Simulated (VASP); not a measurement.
Computed with PBE GGA, VASP's PBE PAW potentials (set 64) (plane waves; VASP).

VASP input:

**INCAR**
```
# general
SYSTEM   =  CdS
PREC     =  Accurate
ENCUT    =  480
LREAL    =  F
LASPH    =  T

# electronic loop
EDIFF    =  1E-6
NELM     =  100
ALGO     =  Normal
LMAXMIX  =  4

# smearing
ISMEAR   =  0
SIGMA    =  0.05

# functional
GGA      =  PE

# ions
IBRION   =  2
NSW      =  60
ISIF     =  3
EDIFFG   =  -0.02

# output
LWAVE    =  F
LCHARG   =  F
```

### POSCAR
```
CdS
1
    4.2051558540     0.0000000000     0.0000000000
   -2.1025779270     3.6417716167     0.0000000000
    0.0000000000     0.0000000000     6.8297415977
Cd S
2 2
Direct
  0.3333330000   0.6666670000   0.0000040620
  0.6666670000   0.3333330000   0.5000040620
  0.3333330000   0.6666670000   0.3769959380
  0.6666670000   0.3333330000   0.8769959380
```

### KPOINTS
```
kpoints
0
G
 6 6 3
```

POTCAR, in this order: Cd S (PBE.64 set). Program: vasp_std.

What VASP printed:

### OSZICAR
```
       N       E                     dE             d eps       ncg     rms          rms(c)
DAV:   1     0.237866324382E+03    0.23787E+03   -0.17078E+04   616   0.140E+03
DAV:   2     0.198577335320E+00   -0.23767E+03   -0.23149E+03   670   0.349E+02
DAV:   3    -0.132518644915E+02   -0.13450E+02   -0.13400E+02   748   0.827E+01
DAV:   4    -0.133992242581E+02   -0.14736E+00   -0.14731E+00   732   0.879E+00
DAV:   5    -0.134017451889E+02   -0.25209E-02   -0.25208E-02   772   0.111E+00    0.106E+01
DAV:   6    -0.123155761835E+02    0.10862E+01   -0.26366E+00   774   0.163E+01    0.844E+00
DAV:   7    -0.122996836249E+02    0.15893E-01   -0.78790E-01   730   0.516E+00    0.399E+00
DAV:   8    -0.122977397771E+02    0.19438E-02   -0.10907E-01   708   0.350E+00    0.503E-01
DAV:   9    -0.122955844315E+02    0.21553E-02   -0.21818E-02   812   0.185E+00    0.149E-01
DAV:  10    -0.122958371911E+02   -0.25276E-03   -0.16063E-03   698   0.405E-01    0.113E-01
DAV:  11    -0.122959460627E+02   -0.10887E-03   -0.21408E-04   750   0.107E-01    0.106E-01
DAV:  12    -0.122959964361E+02   -0.50373E-04   -0.20193E-04   664   0.785E-02    0.239E-02
DAV:  13    -0.122959950848E+02    0.13514E-05   -0.15186E-05   772   0.294E-02    0.585E-03
DAV:  14    -0.122959963232E+02   -0.12385E-05   -0.16962E-06   540   0.785E-03    0.907E-03
DAV:  15    -0.122959956955E+02    0.62774E-06   -0.12798E-06   548   0.772E-03
   1 F= -.12295996E+02 E0= -.12295996E+02  d E =-.122960E+02
```

**OUTCAR**
```
------------------------ aborting loop because EDIFF is reached ----------------------------------------
  FORCE on cell =-STRESS in cart. coord.  units (eV):
  Direction    XX          YY          ZZ          XY          YZ          ZX
  --------------------------------------------------------------------------------------
  Total        0.0008151      0.0008151      0.0561405      0.0000000      0.0000000      0.0000000
  in kB        0.0124863      0.0124863      0.8599782      0.0000000      0.0000000      0.0000000
  external PRESSURE =       0.2949836 kB  Pullay stress =       0.0000000 kB
  volume of cell :      104.59
      direct lattice vectors                 reciprocal lattice vectors
     4.205155854  0.000000000  0.000000000     0.237803314  0.137295814  0.000000000
    -2.102577927  3.641771617  0.000000000     0.000000000  0.274591629  0.000000000
     0.000000000  0.000000000  6.829741598     0.000000000  0.000000000  0.146418424
  FREE ENERGIE OF THE ION-ELECTRON SYSTEM (eV)
  ---------------------------------------------------
  free  energy   TOTEN  =       -12.2959956955 eV

  energy  without entropy=      -12.2959956955  energy(sigma->0) =      -12.29599570

 reached required accuracy - stopping structural energy minimisation
```
(Selected blocks of OUTCAR.)

The compound is CdS in the wurtzite structure. It was relaxed first. The start is the result of an earlier pass.
